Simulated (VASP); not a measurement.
These are PBEsol GGA, VASP's PBE PAW potentials (set 64) (plane waves; VASP) values and carry that method's errors.

Input for VASP

POSCAR:
```
B
1.0
  1.7106020442   0.0000000000   0.0000000000
 -0.8553010221   1.4814251471   0.0000000000
  0.0000000000   0.0000000000   6.8677869076
B
2
Direct
  0.3333330000   0.6666670000   0.2500000000
  0.6666670000   0.3333330000   0.7500000000
```

INCAR:
```
SYSTEM = B
PREC = Accurate
ENCUT = 520
EDIFF = 1E-6
NELM = 100
ALGO = Normal
LREAL = .FALSE.
LASPH = .TRUE.
ISMEAR = 1
SIGMA = 0.1
GGA = PS
LWAVE = .FALSE.
LCHARG = .FALSE.
IBRION = 2
ISIF = 3
NSW = 60
EDIFFG = -0.01
```

**KPOINTS**
```
Automatic mesh
0
Gamma
22 22 5
0 0 0
```

POTCAR, in this order: B (PBE.64 set). Program: vasp_std.

What VASP printed:

**OUTCAR**
```
 ion  position               nearest neighbor table
   1  0.333  0.667  0.250-
   2  0.667  0.333  0.750-
  LATTYP: Found a hexagonal cell.
 ALAT       =     1.7106020442
 C/A-ratio  =     4.0148361396
 Subroutine PRICEL returns:
 Original cell was already a primitive cell.
 Subroutine GETGRP returns: Found 24 space group operations
The static configuration has the point symmetry D_3d.
 The point group associated with its full space group is D_6h.
The dynamic configuration has the point symmetry D_3d.
 Subroutine INISYM returns: Found 24 space group operations
 Subroutine IBZKPT returns following result:
 Found    156 irreducible k-points:

 Following reciprocal coordinates:
            Coordinates               Weight
  0.000000  0.000000  0.000000      1.000000
  0.045455  0.000000  0.000000      6.000000
  0.090909  0.000000  0.000000      6.000000
  0.136364  0.000000  0.000000      6.000000
  0.181818 -0.000000  0.000000      6.000000
  0.227273  0.000000  0.000000      6.000000
  0.272727 -0.000000  0.000000      6.000000
  0.318182  0.000000  0.000000      6.000000
  0.363636 -0.000000  0.000000      6.000000
  0.409091  0.000000  0.000000      6.000000
  0.454545  0.000000  0.000000      6.000000
  0.500000  0.000000  0.000000      3.000000
  0.045455  0.045455  0.000000      6.000000
  0.090909  0.045455  0.000000     12.000000
  0.136364  0.045455  0.000000     12.000000
  0.181818  0.045455  0.000000     12.000000
  0.227273  0.045455  0.000000     12.000000
  0.272727  0.045455  0.000000     12.000000
  0.318182  0.045455  0.000000     12.000000
  0.363636  0.045455  0.000000     12.000000
  0.409091  0.045455  0.000000     12.000000
  0.454545  0.045455  0.000000     12.000000
  0.090909  0.090909  0.000000      6.000000
  0.136364  0.090909  0.000000     12.000000
  0.181818  0.090909  0.000000     12.000000
  0.227273  0.090909  0.000000     12.000000
  0.272727  0.090909  0.000000     12.000000
  0.318182  0.090909  0.000000     12.000000
  0.363636  0.090909  0.000000     12.000000
  0.409091  0.090909  0.000000     12.000000
  0.454545  0.090909  0.000000      6.000000
  0.136364  0.136364  0.000000      6.000000
  0.181818  0.136364  0.000000     12.000000
  0.227273  0.136364  0.000000     12.000000
  0.272727  0.136364  0.000000     12.000000
  0.318182  0.136364  0.000000     12.000000
  0.363636  0.136364  0.000000     12.000000
  0.409091  0.136364  0.000000     12.000000
  0.181818  0.181818  0.000000      6.000000
  0.227273  0.181818  0.000000     12.000000
   k-points           NKPTS =    156   k-points in BZ     NKDIM =    156   number of bands    NBANDS=      7
   number of dos      NEDOS =    301   number of ions     NIONS =      2
   total plane-waves  NPLWV =  10584
   dimension x,y,z NGX =    14 NGY =   14 NGZ =   54
   dimension x,y,z NGXF=    28 NGYF=   28 NGZF=  108
   ions per type =               2
   PREC   = accura    normal or accurate (medium, high low for compatibility)
   ISTART =      0    job   : 0-new  1-cont  2-samecut
   ICHARG =      2    charge: 1-file 2-atom 10-const
   ISPIN  =      1    spin polarized calculation?
   LNONCOLLINEAR =      F non collinear calculations
   LSORBIT =      F    spin-orbit coupling
   INIWAV =      1    electr: 0-lowe 1-rand  2-diag
   ENCUT  =  520.0 eV  38.22 Ry    6.18 a.u.   3.18  3.18 12.77*2*pi/ulx,y,z
   NELM   =    100;   NELMIN=  2; NELMDL= -5     # of ELM steps
   EDIFF  = 0.1E-05   stopping-criterion for ELM
   LREAL  =      F    real-space projection
...
```

File OSZICAR:
```
       N       E                     dE             d eps       ncg     rms          rms(c)
DAV:   1     0.303924720191E+01    0.30392E+01   -0.33007E+03  2282   0.748E+02
DAV:   2    -0.133236819237E+02   -0.16363E+02   -0.15380E+02  3157   0.111E+02
DAV:   3    -0.134252243098E+02   -0.10154E+00   -0.10025E+00  2856   0.105E+01
DAV:   4    -0.134253844665E+02   -0.16016E-03   -0.16020E-03  3549   0.308E-01
DAV:   5    -0.134253844851E+02   -0.18552E-07   -0.18532E-07  2835   0.234E-03    0.439E+00
DAV:   6    -0.128256259803E+02    0.59976E+00   -0.51381E-01  2387   0.443E+00    0.251E+00
DAV:   7    -0.126122830510E+02    0.21334E+00   -0.65955E-01  2478   0.493E+00    0.382E-01
DAV:   8    -0.126125381675E+02   -0.25512E-03   -0.82101E-03  2653   0.847E-01    0.708E-02
DAV:   9    -0.126122363586E+02    0.30181E-03   -0.70465E-04  2870   0.175E-01    0.168E-02
DAV:  10    -0.126122499393E+02   -0.13581E-04   -0.93230E-06  2968   0.295E-02    0.113E-02
DAV:  11    -0.126122422859E+02    0.76533E-05   -0.22483E-05  2821   0.307E-02    0.941E-04
DAV:  12    -0.126122423668E+02   -0.80863E-07   -0.14910E-07  2037   0.389E-03
   1 F= -.12612242E+02 E0= -.12612124E+02  d E =-.126122E+02
       N       E                     dE             d eps       ncg     rms          rms(c)
DAV:   1    -0.126123851531E+02   -0.14287E-03   -0.27367E-03  2254   0.396E-01    0.331E-02
DAV:   2    -0.126123154104E+02    0.69743E-04   -0.73214E-05  2632   0.602E-02    0.150E-02
DAV:   3    -0.126122961713E+02    0.19239E-04   -0.54835E-05  2324   0.464E-02    0.209E-03
DAV:   4    -0.126122961514E+02    0.19890E-07   -0.25704E-07  2268   0.610E-03
   2 F= -.12612296E+02 E0= -.12612187E+02  d E =-.537846E-04
       N       E                     dE             d eps       ncg     rms          rms(c)
DAV:   1    -0.126132078687E+02   -0.91170E-03   -0.24779E-02  2212   0.119E+00    0.986E-02
DAV:   2    -0.126125815733E+02    0.62630E-03   -0.65502E-04  2583   0.181E-01    0.453E-02
DAV:   3    -0.126124033447E+02    0.17823E-03   -0.51336E-04  2324   0.142E-01    0.596E-03
DAV:   4    -0.126124036197E+02   -0.27503E-06   -0.23514E-06  2884   0.184E-02
   3 F= -.12612404E+02 E0= -.12612315E+02  d E =-.161253E-03
       N       E                     dE             d eps       ncg     rms          rms(c)
DAV:   1    -0.126156528964E+02   -0.32496E-02   -0.98296E-02  2205   0.236E+00    0.198E-01
DAV:   2    -0.126131164183E+02    0.25365E-02   -0.26527E-03  2569   0.362E-01    0.908E-02
DAV:   3    -0.126123917682E+02    0.72465E-03   -0.20772E-03  2310   0.285E-01    0.114E-02
DAV:   4    -0.126123932781E+02   -0.15099E-05   -0.94431E-06  2919   0.368E-02    0.558E-03
DAV:   5    -0.126123934360E+02   -0.15798E-06   -0.59133E-07  2520   0.700E-03
   4 F= -.12612393E+02 E0= -.12612315E+02  d E =-.151069E-03
       N       E                     dE             d eps       ncg     rms          rms(c)
DAV:   1    -0.126131828055E+02   -0.78953E-03   -0.22585E-02  2205   0.114E+00    0.959E-02
DAV:   2    -0.126125956704E+02    0.58714E-03   -0.61919E-04  2534   0.174E-01    0.434E-02
DAV:   3    -0.126124333912E+02    0.16228E-03   -0.45972E-04  2345   0.134E-01    0.543E-03
DAV:   4    -0.126124339479E+02   -0.55671E-06   -0.20067E-06  2870   0.171E-02
   5 F= -.12612434E+02 E0= -.12612353E+02  d E =-.191581E-03
       N       E                     dE             d eps       ncg     rms          rms(c)
DAV:   1    -0.126123981832E+02    0.35208E-04   -0.33792E-03  2345   0.690E-01    0.402E-02
DAV:   2    -0.126123353673E+02    0.62816E-04   -0.61740E-05  2408   0.562E-02    0.206E-02
DAV:   3    -0.126123151444E+02    0.20223E-04   -0.52516E-05  2443   0.462E-02    0.287E-03
DAV:   4    -0.126123147063E+02    0.43816E-06   -0.28862E-07  2107   0.579E-03
   6 F= -.12612315E+02 E0= -.12612260E+02  d E =0.119242E-03
       N       E                     dE             d eps       ncg     rms          rms(c)
DAV:   1    -0.126124927478E+02   -0.17760E-03   -0.21931E-03  2338   0.557E-01    0.326E-02
DAV:   2    -0.126124528872E+02    0.39861E-04   -0.40448E-05  2366   0.453E-02    0.166E-02
DAV:   3    -0.126124414230E+02    0.11464E-04   -0.33446E-05  2464   0.369E-02    0.238E-03
DAV:   4    -0.126124415986E+02   -0.17554E-06   -0.17197E-07  1869   0.458E-03
   7 F= -.12612442E+02 E0= -.12612366E+02  d E =-.765066E-05
```

File OUTCAR:
```
------------------------ aborting loop because EDIFF is reached ----------------------------------------
  FORCE on cell =-STRESS in cart. coord.  units (eV):
  Direction    XX          YY          ZZ          XY          YZ          ZX
  --------------------------------------------------------------------------------------
  Total        0.0020030      0.0020030     -0.0027573      0.0000000      0.0000000      0.0000000
  in kB        0.1827011      0.1827012     -0.2515040      0.0000000      0.0000000      0.0000000
  external PRESSURE =       0.0379661 kB  Pullay stress =       0.0000000 kB
  volume of cell :       17.57
      direct lattice vectors                 reciprocal lattice vectors
     1.710810541 -0.000000000 -0.000000000     0.584518260  0.337471701  0.000000000
    -0.855405271  1.481605711 -0.000000000     0.000000000  0.674943403  0.000000000
    -0.000000000 -0.000000000  6.929831549     0.000000000  0.000000000  0.144303652
 POSITION                                       TOTAL-FORCE (eV/Angst)
 -----------------------------------------------------------------------------------
     -0.00000      0.98774      1.73246         0.000000     -0.000000      0.000000
      0.85541      0.49387      5.19737        -0.000000      0.000000      0.000000
 -----------------------------------------------------------------------------------
    total drift:                               -0.000017      0.000010     -0.000005
  FREE ENERGIE OF THE ION-ELECTRON SYSTEM (eV)
  ---------------------------------------------------
  free  energy   TOTEN  =       -12.6124415986 eV

  energy  without entropy=      -12.6122147885  energy(sigma->0) =      -12.61236600

 reached required accuracy - stopping structural energy minimisation
```
(Selected blocks of OUTCAR.)

CONTCAR:
```
B
   1.00000000000000
     1.7108105411866525   -0.0000000000000000   -0.0000000000000000
    -0.8554052705933264    1.4816057109043632   -0.0000000000000000
    -0.0000000000000000   -0.0000000000000000    6.9298315487102080
  B
     2
Direct
     0.3333330000000032    0.6666669999999968    0.2500000000000000
     0.6666669999999968    0.3333330000000032    0.7500000000000000
```

The structure was generated: B was put into the hcp type (P6_3/mmc), which need not be its known phase. This run relaxes it. Symmetry was kept, so distortions that lower it aren't found. The start is the result of an earlier pass.
